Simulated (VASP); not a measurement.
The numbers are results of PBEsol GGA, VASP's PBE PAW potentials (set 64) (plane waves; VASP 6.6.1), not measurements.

The input files of a VASP run:

KPOINTS:
```
k-points along high-symmetry lines
12
Line-mode
Reciprocal
  0.000000   0.000000   0.000000 ! GAMMA
  0.000000   0.000000  -0.500000 ! T

  0.000000   0.000000  -0.500000 ! T
 -0.328125   0.328125  -0.500000 ! H_2

 -0.343750   0.328125  -0.187500 ! H_0
  0.000000   0.500000   0.500000 ! L

  0.000000   0.500000   0.500000 ! L
  0.000000   0.000000   0.000000 ! GAMMA

  0.000000   0.000000   0.000000 ! GAMMA
 -0.335937   0.335937   0.000000 ! S_0

 -0.335938   0.328125  -0.343750 ! S_2
 -0.500000   0.000000  -1.000000 ! F

 -0.500000   0.000000  -1.000000 ! F
  0.000000   0.000000   0.000000 ! GAMMA
```

POSCAR:
```
HgZn3Se4
4.0635350
  0.0000000000   0.7071068574   0.7071068574
  0.7071068574   0.0000000000   0.7071068574
  2.8425174039   2.8425174039  -0.0140899745
Zn Se Hg
3 4 1
Direct
  0.9858496487   0.9858496487   0.0106127635
  0.9994730959   0.9994730959   0.2503951781
  0.0117401334   0.0117401334   0.4911949000
  0.2427013883   0.2427013883   0.0679739587
  0.2554326743   0.2554326743   0.3084254942
  0.2689316789   0.2689316789   0.5483012408
  0.2278204599   0.2278204599   0.8291346551
  0.0080509206   0.0080509206   0.7439618095
```

### INCAR
```
SYSTEM=HgZn3Se4
PREC=Accurate; ENCUT=400; LREAL=.False.
LASPH=.True.; ICHARG=11
EDIFF=1E-7; NELM=100; ALGO=Normal
LMAXMIX=6
ISMEAR=0; SIGMA=0.05
GGA=PS
LWAVE=.False.; LCHARG=.False.; LORBIT=11
```

POTCAR, in this order: Zn Se Hg (PBE.64 set). Program: vasp_std. Read from the step before: CHGCAR.

Output of the run:

**OUTCAR**
```
 ion  position               nearest neighbor table
   1  0.986  0.986  0.011-   7 2.43   4 2.47   4 2.47   4 2.47
   2  0.999  0.999  0.250-   4 2.44   5 2.47   5 2.47   5 2.47
   3  0.012  0.012  0.491-   5 2.44   6 2.47   6 2.47   6 2.47
   4  0.243  0.243  0.068-   2 2.44   1 2.47   1 2.47   1 2.47
   5  0.255  0.255  0.308-   3 2.44   2 2.47   2 2.47   2 2.47
   6  0.269  0.269  0.548-   3 2.47   3 2.47   3 2.47   8 2.62
   7  0.228  0.228  0.829-   1 2.43   8 2.61   8 2.61   8 2.61
   8  0.008  0.008  0.744-   7 2.61   7 2.61   7 2.61   6 2.62
  LATTYP: Found a trigonal (rhomboedric) cell.
 ALAT       =    13.5748879803
 COS(alpha) =     0.9551971544
 Subroutine PRICEL returns:
 Original cell was already a primitive cell.
 Subroutine GETGRP returns: Found  6 space group operations
The static configuration has the point symmetry C_3v.
The dynamic configuration has the point symmetry C_3v.
 Subroutine INISYM returns: Found  6 space group operations
   k-points           NKPTS =     84   k-points in BZ     NKDIM =     84   number of bands    NBANDS=     43
   number of dos      NEDOS =    301   number of ions     NIONS =      8
   total plane-waves  NPLWV =  84672
   dimension x,y,z NGX =    28 NGY =   28 NGZ =  108
   dimension x,y,z NGXF=    56 NGYF=   56 NGZF=  216
   ions per type =               3   4   1
   PREC   = accura    normal or accurate (medium, high low for compatibility)
   ISTART =      0    job   : 0-new  1-cont  2-samecut
   ICHARG =     11    charge: 1-file 2-atom 10-const
   ISPIN  =      1    spin polarized calculation?
   LNONCOLLINEAR =      F non collinear calculations
   LSORBIT =      F    spin-orbit coupling
   INIWAV =      1    electr: 0-lowe 1-rand  2-diag
   ENCUT  =  400.0 eV  29.40 Ry    5.42 a.u.   6.63  6.63 26.64*2*pi/ulx,y,z
   NELM   =    100;   NELMIN=  2; NELMDL= -5     # of ELM steps
   EDIFF  = 0.1E-06   stopping-criterion for ELM
   LREAL  =      F    real-space projection
   NLSPLINE    = F    spline interpolate recip. space projectors
   LMAXMIX     =    6 max onsite mixed and CHGCAR
   VOSKOWN=      0    Vosko Wilk Nusair interpolation
   EDIFFG = 0.1E-05   stopping-criterion for IOM
   NSW    =      0    number of steps for IOM
...
```

### OSZICAR
```
       N       E                     dE             d eps       ncg     rms          rms(c)
DAV:   1     0.526395370071E+03    0.52640E+03   -0.28624E+04  7224   0.154E+03
DAV:   2     0.403494240848E+02   -0.48605E+03   -0.47344E+03  7395   0.381E+02
DAV:   3    -0.184123484609E+02   -0.58762E+02   -0.57672E+02  8318   0.131E+02
DAV:   4    -0.203699195721E+02   -0.19576E+01   -0.19441E+01  8273   0.232E+01
DAV:   5    -0.203926302237E+02   -0.22711E-01   -0.22684E-01  8388   0.217E+00
DAV:   6    -0.203929930929E+02   -0.36287E-03   -0.36263E-03  8233   0.250E-01
DAV:   7    -0.203930046286E+02   -0.11536E-04   -0.11529E-04  8404   0.334E-02
DAV:   8    -0.203930050737E+02   -0.44512E-06   -0.44507E-06  7077   0.531E-03
DAV:   9    -0.203930050956E+02   -0.21924E-07   -0.22004E-07  5833   0.106E-03
   1 F= -.20393005E+02 E0= -.20392818E+02  d E =-.374023E-03
```

OUTCAR:
```
 val. band max:        1.9546939221   @ k =   0.0000   0.0000   0.0000

 cond. band min:       2.1206356884   @ k =   0.0000   0.0000   0.0000



 k-point     1 :       0.0000    0.0000    0.0000
  band No.  band energies     occupation
      1     -11.8152      2.00000
      2     -11.5099      2.00000
      3     -11.3649      2.00000
      4     -11.0157      2.00000
      5      -5.2195      2.00000
      6      -5.1708      2.00000
      7      -5.1708      2.00000
      8      -5.1146      2.00000
      9      -5.0960      2.00000
     10      -5.0960      2.00000
     11      -5.0766      2.00000
     12      -5.0600      2.00000
     13      -5.0600      2.00000
     14      -5.0160      2.00000
     15      -5.0160      2.00000
     16      -4.8169      2.00000
     17      -4.8169      2.00000
     18      -4.7699      2.00000
     19      -4.7699      2.00000
     20      -4.7214      2.00000
     21      -4.7214      2.00000
     22      -4.5411      2.00000
     23      -4.4468      2.00000
     24      -4.4468      2.00000
     25      -3.8975      2.00000
     26      -1.8370      2.00000
     27      -1.4380      2.00000
     28       0.4784      2.00000
     29       0.4784      2.00000
     30       0.8185      2.00000
     31       0.8186      2.00000
     32       1.0906      2.00000
     33       1.0906      2.00000
     34       1.4836      2.00000
     35       1.9547      1.99160
     36       1.9547      1.99159
     37       2.1206      0.03955
     38       3.6572      0.00000
     39       3.7719      0.00000
     40       4.0343      0.00000
     41       6.9482      0.00000
     42       7.1362      0.00000
     43       7.1387      0.00000

 k-point     2 :       0.0000    0.0000   -0.0455
  band No.  band energies     occupation
      1     -11.8146      2.00000
      2     -11.5138      2.00000
      3     -11.3608      2.00000
      4     -11.0166      2.00000
      5      -5.2197      2.00000
      6      -5.1707      2.00000
...
```

The density is held fixed in this step, so its total energy and stress have no physical meaning. Unless said otherwise, spin-orbit coupling is left out, though it shifts the bands of the heavy elements here.

The structure was generated: HgZn3Se4 was put into an ordered model structure (R3m), which need not be its known phase. It was relaxed first.
